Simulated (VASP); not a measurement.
Given:

```
ZrSe2
1.0
    1.90381    -3.29750     0.00000
    1.90381     3.29750     0.00000
    0.00000     0.00000     6.57990
Zr Se
1 2
Direct
  0.00000   0.00000   0.00000
  0.33333   0.66667   0.24009
  0.66667   0.33333   0.75991
```

All values below come from PW91 GGA, VASP's PBE PAW potentials (set 64) (plane waves; VASP). Settings: 520 eV cut-off, 8×8×4 Γ-centred mesh, tetrahedra with Blöchl corrections, potentials Zr_sv Se.

Without a dispersion term in the relaxation, distances and binding between the weakly bound layers, chains or molecules are unreliable, and so is what depends on them.

Task: Estimate the energy per atom (σ→0).

Result: 
| Item | Value |
|---|---|
| energy per atom (σ→0) | -6550 meV/atom |

The absolute energy has meaning only against runs of the same code, potentials and settings.

The compound is ZrSe2 in the 1T layered structure. It was relaxed first, which changed the volume by +9 %.
